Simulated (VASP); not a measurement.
**Al5Sn: relaxation of cell and atoms with PBE**

Crystal: Al5Sn.

```xyz
6
Lattice="5.4143 0.0000 0.0000 -2.7071 4.6889 0.0000 0.0000 0.0000 4.3224" Properties=species:S:1:pos:R:3 pbc="T T T"
Al   -1.3536    2.3445    2.1612
Al    0.0000    3.1259    0.0000
Al    2.7071    1.5630    0.0000
Al    2.7071    0.0000    2.1612
Al    1.3536    2.3445    2.1612
Sn    0.0000    0.0000    0.0000
```

The cell was built by a generator and needn't be a form met in nature.

The cell isn't the ideal one: species swapped into the CeFe5 type (P6/mmm, No. 191).

```
Program                : VASP 6.6.1
Task                   : relaxation of cell and atoms
Functional             : PBE
Potentials or basis    : VASP PAW PBE potentials, release 64 (Al, Sn_d)
Cutoff                 : 600 eV
k mesh                 : 6 × 6 × 4
Occupations            : gaussian, width 0.1 eV
Spin                   : no spin polarisation
Dipole correction      : no
Further INCAR settings : ALGO = Normal; EDIFF = 1e-06; IBRION = 2; EDIFFG = -0.04; NSW = 90; ISIF = 3
```

```
Relaxed volume                         : 19.92 Å³/atom
Relaxed cell                           : a = 5.555 Å, b = 5.555 Å, c = 4.473 Å, α = 90.00°, β = 90.00°, γ = 120.00°
Space group after relaxing (to 0.05 Å) : P6/mmm (No. 191)
Energy gained by relaxing              : 31.6 meV/atom
Ionic steps                            : 3
Pressure after relaxing                : 0.0 GPa
```

Stress tensor (GPa, compression positive):
```
 0.04  0.00  0.00
 0.00  0.04  0.00
 0.00  0.00 -0.04
```

Step by step:
```csv
step,energy change (eV),largest force (eV/Å),pressure (GPa),volume (Å³)
1,0.0000,0.0000,6.55,109.73
2,-0.1800,0.0000,-1.21,122.03
3,-0.1896,0.0000,0.01,119.54
```

Final structure:
```cif
data_structure
_symmetry_space_group_name_H-M 'P 1'
_symmetry_Int_Tables_number 1
_cell_length_a 5.5554
_cell_length_b 5.5554
_cell_length_c 4.4726
_cell_angle_alpha 90.000
_cell_angle_beta 90.000
_cell_angle_gamma 120.000
_cell_volume 119.54
loop_
_atom_site_label
_atom_site_type_symbol
_atom_site_fract_x
_atom_site_fract_y
_atom_site_fract_z
_atom_site_occupancy
Al1 Al 0.00000 0.50000 0.50000 1
Al2 Al 0.33333 0.66667 0.00000 1
Al3 Al 0.66667 0.33333 0.00000 1
Al4 Al 0.50000 0.00000 0.50000 1
Al5 Al 0.50000 0.50000 0.50000 1
Sn1 Sn 0.00000 0.00000 0.00000 1
```

Levels at points of the mesh, in eV from the Fermi level:
| k point | band 13 | band 14 | band 15 | band 16 | band 17 | band 18 |
| --- | --- | --- | --- | --- | --- | --- |
| (0.00, 0.00, 0.00) | -3.36 | -1.88 | 1.02 | 2.28 | 2.28 | 2.64 |
| (0.50, 0.00, 0.00) | -1.04 | -0.26 | 0.69 | 0.93 | 0.97 | 1.08 |
| (0.00, 0.00, 0.50) | -2.20 | -2.20 | -1.90 | -1.90 | -1.09 | -1.09 |
| (0.50, 0.00, 0.50) | -3.22 | 1.68 | 1.98 | 2.06 | 2.09 | 2.16 |

It took 49 s on 1 thread of Intel(R) Xeon(R) 6975P-C (Granite Rapids), on a shared host, peak memory 0.31 GiB.

Caveat: the k mesh is coarse (spacing up to 0.36 Å⁻¹), so the values aren't converged; the bands computed are all filled at some k points, so no gap is given.
